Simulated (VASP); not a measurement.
Input:

```
ZrS2
1.0
    1.78121    -3.08515     0.00000
    1.78121     3.08515     0.00000
    0.00000     0.00000     5.69787
Zr S
1 2
Direct
  0.00000   0.00000   0.00000
  0.33333   0.66667   0.25114
  0.66667   0.33333   0.74886
```

Calculation: vdW-DF-cx, VASP's PBE PAW potentials (set 64) (plane waves; VASP). Settings: 520 eV cut-off, 7×7×4 Γ-centred mesh, Gaussian smearing of 0.050 eV, potentials Zr_sv S.

Task: The ions and cell shape at fixed volume are relaxed. Give the cell that the relaxation ends in.

Result: 
```
ZrS2
1.0
    1.79969    -3.11716     0.00000
    1.79969     3.11716     0.00000
    0.00000     0.00000     5.58147
Zr S
1 2
Direct
  0.00000   0.00000   0.00000
  0.33333   0.66667   0.26341
  0.66667   0.33333   0.73659
```
Space group P-3m1 (164), at a tolerance of 0.03 Å.

Task: How much energy does the relaxation gain?

Result: The energy (σ→0) changes by -19.8 meV/atom, in 7 ionic steps.

The compound is ZrS2 in the 1T layered structure. This cell is one point of a volume scan, at 0.94 of the reference volume. Symmetry was kept, so distortions that lower it aren't found.
